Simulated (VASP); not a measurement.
All values below come from optB88-vdW, VASP's PBE PAW potentials (set 64) (plane waves; VASP 6.6.1).

VASP ran on this input.

**INCAR**
```
SYSTEM = TiC
PREC = Accurate
ENCUT = 520
EDIFF = 1E-7
NELM = 100
ALGO = Normal
LREAL = .FALSE.
LASPH = .TRUE.
ISMEAR = 1
SIGMA = 0.1
GGA = BO
PARAM1 = 0.1833333333
PARAM2 = 0.22
LUSE_VDW = .TRUE.
AGGAC = 0.0
LMAXMIX = 4
LWAVE = .FALSE.
LCHARG = .FALSE.
ISIF = 2
```

File KPOINTS:
```
Automatic mesh
0
Gamma
14 14 14
0 0 0
```

POSCAR:
```
TiC
1.0
  0.0000000000   2.1233098848   2.1233098848
  2.1233098848   0.0000000000   2.1233098848
  2.1233098848   2.1233098848   0.0000000000
Ti C
1 1
Cart
  0.0000000000   0.0000000000   0.0000000000
  2.1233098848   2.1233098848   2.1233098848
```

POTCAR, in this order: Ti_sv C (PBE.64 set). Program: vasp_std.

The resulting files:

File OUTCAR:
```
 ion  position               nearest neighbor table
   1  0.000  0.000  0.000-   2 2.12   2 2.12   2 2.12   2 2.12   2 2.12   2 2.12
   2  0.500  0.500  0.500-   1 2.12   1 2.12   1 2.12   1 2.12   1 2.12   1 2.12
  LATTYP: Found a face centered cubic cell.
 ALAT       =     4.2466197696
 Subroutine PRICEL returns:
 Original cell was already a primitive cell.
 Subroutine GETGRP returns: Found 48 space group operations
The static configuration has the point symmetry O_h .
The dynamic configuration has the point symmetry O_h .
 Subroutine INISYM returns: Found 48 space group operations
 Subroutine IBZKPT returns following result:
 Found    104 irreducible k-points:

 Following reciprocal coordinates:
            Coordinates               Weight
  0.000000  0.000000  0.000000      1.000000
  0.071429  0.000000  0.000000      8.000000
  0.142857  0.000000  0.000000      8.000000
  0.214286  0.000000  0.000000      8.000000
  0.285714  0.000000  0.000000      8.000000
  0.357143  0.000000  0.000000      8.000000
  0.428571  0.000000  0.000000      8.000000
  0.500000  0.000000  0.000000      4.000000
  0.071429  0.071429  0.000000      6.000000
  0.142857  0.071429  0.000000     24.000000
  0.214286  0.071429  0.000000     24.000000
  0.285714  0.071429  0.000000     24.000000
  0.357143  0.071429  0.000000     24.000000
  0.428571  0.071429  0.000000     24.000000
  0.500000  0.071429  0.000000     24.000000
 -0.428571  0.071429  0.000000     24.000000
 -0.357143  0.071429  0.000000     24.000000
 -0.285714  0.071429  0.000000     24.000000
 -0.214286  0.071429  0.000000     24.000000
 -0.142857  0.071429  0.000000     24.000000
 -0.071429  0.071429  0.000000     12.000000
  0.142857  0.142857  0.000000      6.000000
  0.214286  0.142857  0.000000     24.000000
  0.285714  0.142857  0.000000     24.000000
...
```

### OSZICAR
```
       N       E                     dE             d eps       ncg     rms          rms(c)
DAV:   1     0.124899942583E+03    0.12490E+03   -0.85161E+03  2504   0.162E+03
DAV:   2    -0.976561490567E+01   -0.13467E+03   -0.12793E+03  2584   0.386E+02
DAV:   3    -0.198135573715E+02   -0.10048E+02   -0.95999E+01  3220   0.990E+01
DAV:   4    -0.202818646661E+02   -0.46831E+00   -0.46741E+00  3264   0.207E+01
DAV:   5    -0.202994901109E+02   -0.17625E-01   -0.17623E-01  3352   0.342E+00    0.201E+01
DAV:   6    -0.152759999981E+02    0.50235E+01   -0.32235E+01  2944   0.720E+01    0.726E+00
DAV:   7    -0.146541447035E+02    0.62186E+00   -0.47073E+00  2884   0.292E+01    0.548E+00
DAV:   8    -0.146311972039E+02    0.22947E-01   -0.15628E-01  2652   0.541E+00    0.306E+00
DAV:   9    -0.146395895469E+02   -0.83923E-02   -0.10191E-01  2908   0.393E+00    0.730E-01
DAV:  10    -0.146373179840E+02    0.22716E-02   -0.15212E-02  3592   0.175E+00    0.463E-01
DAV:  11    -0.146366596091E+02    0.65837E-03   -0.25242E-03  2736   0.795E-01    0.145E-01
DAV:  12    -0.146366511436E+02    0.84655E-05   -0.20427E-04  2808   0.164E-01    0.234E-02
DAV:  13    -0.146366379689E+02    0.13175E-04   -0.34340E-05  3440   0.871E-02    0.754E-03
DAV:  14    -0.146366363111E+02    0.16578E-05   -0.13786E-06  3052   0.112E-02    0.142E-03
DAV:  15    -0.146366364052E+02   -0.94024E-07   -0.76175E-08  1736   0.282E-03
   1 F= -.14636636E+02 E0= -.14636649E+02  d E =0.385983E-04
```

**OUTCAR**
```
------------------------ aborting loop because EDIFF is reached ----------------------------------------
  FORCE on cell =-STRESS in cart. coord.  units (eV):
  Direction    XX          YY          ZZ          XY          YZ          ZX
  --------------------------------------------------------------------------------------
  Total        2.0945769      2.0945769      2.0945769      0.0000000      0.0000000      0.0000000
  in kB      175.2817690    175.2817690    175.2817690      0.0000000      0.0000000      0.0000000
  external PRESSURE =     175.2817690 kB  Pullay stress =       0.0000000 kB
  volume of cell :       19.15
      direct lattice vectors                 reciprocal lattice vectors
     0.000000000  2.123309885  2.123309885    -0.235481407  0.235481407  0.235481407
     2.123309885  0.000000000  2.123309885     0.235481407 -0.235481407  0.235481407
     2.123309885  2.123309885  0.000000000     0.235481407  0.235481407 -0.235481407
 POSITION                                       TOTAL-FORCE (eV/Angst)
 -----------------------------------------------------------------------------------
      0.00000      0.00000      0.00000         0.000000      0.000000     -0.000000
      2.12331      2.12331      2.12331        -0.000000     -0.000000      0.000000
 -----------------------------------------------------------------------------------
    total drift:                                0.000000     -0.000000     -0.000000
  FREE ENERGIE OF THE ION-ELECTRON SYSTEM (eV)
  ---------------------------------------------------
  free  energy   TOTEN  =       -14.6366364052 eV

  energy  without entropy=      -14.6366750035  energy(sigma->0) =      -14.63664927
```
(Selected blocks of OUTCAR.)

The compound is TiC in the rock salt structure. This cell is one point of a volume scan, at 0.94 of the reference volume.
